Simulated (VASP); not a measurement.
Runs of VASP 6.6.1 on SiC. It takes space group P6_3mc (No. 186, hexagonal). Conventional cell: a = 3.081 Å, b = 3.081 Å, c = 10.085 Å, α = 90.00°, β = 90.00°, γ = 120.00°. Si (site symmetry 3m) has 4 C at 1.89 to 1.90 Å as nearest neighbours. Around Si (site symmetry 3m) lie 4 C at 1.89 Å. Around C (site symmetry 3m) lie 4 Si at 1.89 to 1.90 Å. C (site symmetry 3m) is surrounded by 4 Si at 1.89 Å. The cell is a database's computed one.

```csv
task,level,k mesh,grid for exact exchange (PRECFOCK),exchange at q = 0,screening parameter,gap on the mesh (eV),pressure (GPa),largest force (eV/Å)
single point,PBE0,6 × 6 × 2,Fast,default,-,(b),(c),0.01
electrostatic potential,PBE,12 × 12 × 4,-,-,-,(a),2.8,0.01
single point,r2SCAN,12 × 12 × 4,-,-,-,2.61,-0.9,-
single point,HSE06,6 × 6 × 2,Fast,-,0.2 1/A,3.16,-2.3,0.02
```

Alike in all rows: potentials or basis VASP PAW PBE potentials, release 64 (Si, C); no spin polarisation; cell as given; cutoff (eV) 520; smearing gaussian 0.02 eV.

Task: Estimate the missing entries.

Result: (a) 2.23; (b) 3.89; (c) -2.4.

Caveats: the PAW data sets were made with another functional, which shifts forces and pressure a little (some runs).

A k mesh can miss the band edges.

Not every run made on this cell is shown here.
